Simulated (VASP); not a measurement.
Output of a VASP run:

**OSZICAR**
```
       N       E                     dE             d eps       ncg     rms          rms(c)
DAV:   1    -0.239662146399E+04   -0.23966E+04   -0.44509E+03   120   0.661E+02
DAV:   2    -0.246875097217E+04   -0.72130E+02   -0.67415E+02   172   0.142E+02
DAV:   3    -0.247442494739E+04   -0.56740E+01   -0.56617E+01   152   0.465E+01
DAV:   4    -0.247455892806E+04   -0.13398E+00   -0.13395E+00   184   0.928E+00
DAV:   5    -0.937119566365E+01    0.24652E+04   -0.72265E+00   124   0.165E+01    0.630E+00
DAV:   6    -0.924691373999E+01    0.12428E+00   -0.69691E-01   136   0.490E+00    0.576E+00
DAV:   7    -0.922387453394E+01    0.23039E-01   -0.10201E-01   144   0.179E+00    0.409E+00
DAV:   8    -0.921582777919E+01    0.80468E-02   -0.10534E-02   148   0.639E-01    0.258E+00
DAV:   9    -0.921203091803E+01    0.37969E-02   -0.18502E-03   144   0.305E-01    0.153E+00
DAV:  10    -0.921058338480E+01    0.14475E-02   -0.74262E-04   144   0.198E-01    0.866E-01
DAV:  11    -0.921007564763E+01    0.50774E-03   -0.26075E-04   140   0.119E-01    0.481E-01
DAV:  12    -0.920989737819E+01    0.17827E-03   -0.88127E-05   144   0.706E-02    0.266E-01
DAV:  13    -0.920983472170E+01    0.62656E-04   -0.32333E-05   144   0.436E-02    0.147E-01
DAV:  14    -0.920981325201E+01    0.21470E-04   -0.12570E-05   144   0.275E-02    0.810E-02
DAV:  15    -0.920980613559E+01    0.71164E-05   -0.48882E-06   140   0.172E-02    0.446E-02
DAV:  16    -0.920980383599E+01    0.22996E-05   -0.17897E-06   100   0.110E-02    0.250E-02
DAV:  17    -0.920980314333E+01    0.69266E-06   -0.99082E-07    92   0.882E-03
   1 F= -.92098031E+01 E0= -.92098031E+01  d E =-.530718E-14
```

File OUTCAR:
```
------------------------ aborting loop because EDIFF is reached ----------------------------------------
  FORCE on cell =-STRESS in cart. coord.  units (eV):
  Direction    XX          YY          ZZ          XY          YZ          ZX
  --------------------------------------------------------------------------------------
  Total       -0.2094553     -0.2094553     -0.1324901      0.0000000      0.0000000     -0.0000000
  in kB       -3.0978330     -3.0978322     -1.9595219      0.0000000      0.0000000     -0.0000000
  external PRESSURE =      -2.7183957 kB  Pullay stress =       0.0000000 kB
  volume of cell :      108.33
      direct lattice vectors                 reciprocal lattice vectors
     4.195680000  0.000000000  0.000000000     0.238340388  0.137605905  0.000000000
    -2.097840000  3.633565000  0.000000000     0.000000000  0.275211810  0.000000000
     0.000000000  0.000000000  7.105730000     0.000000000  0.000000000  0.140731494
 POSITION                                       TOTAL-FORCE (eV/Angst)
 -----------------------------------------------------------------------------------
      0.00000      0.00000      0.00000        -0.000000      0.000000      0.000000
     -0.00000      2.42238      1.66331         0.000000     -0.000000     -0.122793
      2.09784      1.21119      5.44242        -0.000000      0.000000      0.122793
 -----------------------------------------------------------------------------------
    total drift:                               -0.000000      0.000000     -0.000000
  FREE ENERGIE OF THE ION-ELECTRON SYSTEM (eV)
  ---------------------------------------------------
  free  energy   TOTEN  =        -9.2098031433 eV

  energy  without entropy=       -9.2098031433  energy(sigma->0) =       -9.20980314

  exchange ACFDT corr.  =         0.00000000  see jH, gK, PRB 81, 115126
```
(Selected blocks of OUTCAR.)

**POSCAR**
```
MgI2
1
    4.1956800000     0.0000000000     0.0000000000
   -2.0978400000     3.6335650000     0.0000000000
    0.0000000000     0.0000000000     7.1057300000
Mg I
1 2
Direct
  0.0000000000   0.0000000000   0.0000000000
  0.3333330000   0.6666670000   0.2340800000
  0.6666670000   0.3333330000   0.7659200000
```

Write an INCAR and KPOINTS that could have produced this output.

This is not unique; one that fits is the input of the run itself, HSE06 screened hybrid, plane waves, VASP's PBE PAW potentials (set 64).

KPOINTS:
```
Regular mesh
0
gamma
4 4 2
0 0 0.5
```

INCAR:
```
SYSTEM = MgI2
PREC = Accurate
ENCUT = 300
EDIFF = 1E-6
NELM = 100
ALGO = Normal
LREAL = .FALSE.
LASPH = .TRUE.
ISMEAR = 0
SIGMA = 0.01
GGA = PE
HFSCREEN = 0.2
AEXX = 0.25
LHFCALC = .TRUE.
PRECFOCK = Fast
ISYM = 3
LMAXMIX = 4
LWAVE = .FALSE.
LCHARG = .FALSE.
ISIF = 2
```

POTCAR, in this order: Mg I (PBE.64 set). Program: vasp_std.

The structure comes from a computed database's MgI2 entry; how it stands against other phases isn't given here. The cell was not relaxed at this level. The k-mesh is coarse (spacing up to 0.44 per Å, 2π included), so the numbers may not be converged in it. The run is one of a series of settings (KPOINTS 4×4×2 Γ-centred mesh shifted by (0, 0, 0.5) against the base run), some of them coarse on purpose.
